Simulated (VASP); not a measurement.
Given:

```
Sr
1.0
    0.00000     2.95563     2.95563
    2.95563     0.00000     2.95563
    2.95563     2.95563     0.00000
Sr
1
Direct
  0.00000   0.00000   0.00000
```

These are TPSS meta-GGA, VASP's PBE PAW potentials (set 64) (plane waves; VASP 6.6.1) values and carry that method's errors. Run with 520 eV cut-off, 11×11×11 Γ-centred mesh, first-order Methfessel-Paxton smearing of 0.10 eV, potentials Sr_sv.

Q: Predict the energy per atom (σ→0).

A: 
| Item | Result |
|---|---|
| energy per atom (σ→0) | -10.292 eV/atom |

Total energies compare only between runs with the same potentials, cut-off and functional.

The compound is Sr in the fcc structure. This cell is one point of a volume scan, at 0.94 of the reference volume.
